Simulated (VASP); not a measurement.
PdBrCl, 3 atoms in the cell. The cell holds a sheet with vacuum, 3 atoms: a = 3.633 Å, b = 3.633 Å, c = 29.507 Å, α = 90.00°, β = 90.00°, γ = 120.00°. The cell was built by a generator and needn't be a form met in nature.

```yaml
Program: VASP 6.6.1
Task: single point
Functional: PBE
Potentials_or_basis: VASP PAW PBE potentials, release 64 (Pd, Br, Cl)
Cutoff: 520 eV
k_mesh: 8 × 8 × 1
Occupations: fermi-dirac, width 0.05 eV
Spin: no spin polarisation
Dipole_correction: yes
Further_INCAR_settings: ALGO = Normal; EDIFF = 1e-07; NBANDS = 19
```

Potentials or basis: VASP PAW PBE potentials, release 64 (Pd, Br, Cl).

Launch:

```console
$ cat potpaw_PBE.64/Pd/POTCAR potpaw_PBE.64/Br/POTCAR potpaw_PBE.64/Cl/POTCAR > POTCAR
$ mpirun -np 1 vasp_std > vasp.out
```

Hardware: 1 thread of Intel(R) Xeon(R) 6975P-C (Granite Rapids) (shared host).

Q: Estimate the wall time of this run.

A: It took 2.5 min on 1 thread of Intel(R) Xeon(R) 6975P-C (Granite Rapids), on a shared host, peak memory 0.52 GiB. Counts: scf iterations 26, k points 21.
